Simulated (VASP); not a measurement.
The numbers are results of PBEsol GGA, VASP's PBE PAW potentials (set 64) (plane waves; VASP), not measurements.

Input for VASP

File POSCAR:
```
Na
1.0
 -1.6549057852   1.6549057852   1.6549057852
  1.6549057852  -1.6549057852   1.6549057852
  1.6549057852   1.6549057852  -1.6549057852
Na
1
direct
  0.0000000000   0.0000000000   0.0000000000
```

### KPOINTS
```
K-points
0
gamma
15 15 15
```

**INCAR**
```
! general
SYSTEM  = Na
PREC    = Accurate
ENCUT   = 500
LREAL   = F
LASPH   = T

! electronic loop
EDIFF   = 1E-6
NELM    = 100
ALGO    = Normal

! smearing
ISMEAR  = 1
SIGMA   = 0.1

! functional
GGA     = PS

! ions
IBRION  = 2
NSW     = 40
ISIF    = 3
EDIFFG  = -0.02
PSTRESS = 200

! output
LWAVE   = F
LCHARG  = F
```

POTCAR, in this order: Na_pv (PBE.64 set). Program: vasp_std.

Output

File OSZICAR:
```
       N       E                     dE             d eps       ncg     rms          rms(c)
DAV:   1     0.168628663136E+02    0.16863E+02   -0.43058E+03  1687   0.103E+03
DAV:   2    -0.543801151762E+00   -0.17407E+02   -0.17379E+02  1806   0.132E+02
DAV:   3    -0.760243427633E+00   -0.21644E+00   -0.21643E+00  2009   0.207E+01
DAV:   4    -0.761348385699E+00   -0.11050E-02   -0.11050E-02  2100   0.134E+00
DAV:   5    -0.761359166514E+00   -0.10781E-04   -0.10781E-04  2086   0.107E-01    0.515E-01
DAV:   6    -0.753985979788E+00    0.73732E-02   -0.56323E-03  1974   0.159E+00    0.297E-01
DAV:   7    -0.750132532243E+00    0.38534E-02   -0.49537E-03  2359   0.135E+00    0.531E-02
DAV:   8    -0.750005986860E+00    0.12655E-03   -0.33633E-04  1785   0.453E-01    0.299E-03
DAV:   9    -0.750006444045E+00   -0.45718E-06   -0.19823E-06  1659   0.243E-02
   1 F= 0.15130700E+01 E0= 0.15132036E+01  d E =0.151307E+01
       N       E                     dE             d eps       ncg     rms          rms(c)
DAV:   1    -0.742963317810E+00    0.70427E-02   -0.13708E-02  1708   0.280E+00    0.142E-01
DAV:   2    -0.742651599565E+00    0.31172E-03   -0.38900E-04  1708   0.463E-01    0.713E-02
DAV:   3    -0.742550098358E+00    0.10150E-03   -0.17814E-04  1778   0.298E-01    0.756E-03
DAV:   4    -0.742542602716E+00    0.74956E-05   -0.70846E-06  1729   0.666E-02    0.544E-04
DAV:   5    -0.742542562353E+00    0.40363E-07   -0.26456E-08   931   0.307E-03
   2 F= 0.15131100E+01 E0= 0.15132440E+01  d E =0.399910E-04
       N       E                     dE             d eps       ncg     rms          rms(c)
DAV:   1    -0.748437297955E+00   -0.58947E-02   -0.79466E-03  1680   0.214E+00    0.107E-01
DAV:   2    -0.748257482467E+00    0.17982E-03   -0.22147E-04  1680   0.349E-01    0.539E-02
DAV:   3    -0.748200099534E+00    0.57383E-04   -0.10264E-04  1757   0.226E-01    0.564E-03
DAV:   4    -0.748196463543E+00    0.36360E-05   -0.41711E-06  1736   0.510E-02    0.426E-04
DAV:   5    -0.748196455239E+00    0.83041E-08   -0.14655E-08   903   0.211E-03
   3 F= 0.15130725E+01 E0= 0.15132062E+01  d E =0.247359E-05
```

### OUTCAR
```
------------------------ aborting loop because EDIFF is reached ----------------------------------------
  FORCE on cell =-STRESS in cart. coord.  units (eV):
  Direction    XX          YY          ZZ          XY          YZ          ZX
  --------------------------------------------------------------------------------------
  Total        2.2640295      2.2640295      2.2640295      0.0000000      0.0000000     -0.0000000
  in kB      200.2441611    200.2441611    200.2441611      0.0000000      0.0000000     -0.0000000
  external PRESSURE =       0.2441611 kB  Pullay stress =     200.0000000 kB
  volume of cell :       18.11
      direct lattice vectors                 reciprocal lattice vectors
    -1.654465078  1.654465078  1.654465078     0.000000000  0.302212483  0.302212483
     1.654465078 -1.654465078  1.654465078     0.302212483  0.000000000  0.302212483
     1.654465078  1.654465078 -1.654465078     0.302212483  0.302212483  0.000000000
 POSITION                                       TOTAL-FORCE (eV/Angst)
 -----------------------------------------------------------------------------------
      0.00000     -0.00000      0.00000         0.000000      0.000000      0.000000
 -----------------------------------------------------------------------------------
    total drift:                                0.000000      0.000000      0.000000
  FREE ENERGIE OF THE ION-ELECTRON SYSTEM (eV)
  ---------------------------------------------------
  free  energy   TOTEN  =        -0.7481964552 eV

  energy  without entropy=       -0.7477952905  energy(sigma->0) =       -0.74806273
  enthalpy is  TOTEN    =         1.5130724889 eV   P V=        2.2612689441

 reached required accuracy - stopping structural energy minimisation
```
(Selected blocks of OUTCAR.)

File CONTCAR:
```
Na
   1.00000000000000
    -1.6544650777284973    1.6544650777284973    1.6544650777284973
     1.6544650777284973   -1.6544650777284973    1.6544650777284973
     1.6544650777284973    1.6544650777284973   -1.6544650777284973
  Na
     1
Direct
     0.0000000000000000    0.0000000000000000    0.0000000000000000
```

The compound is Na in the bcc structure. This run relaxes it under an external pressure of 20 GPa. Symmetry was kept, so distortions that lower it aren't found.
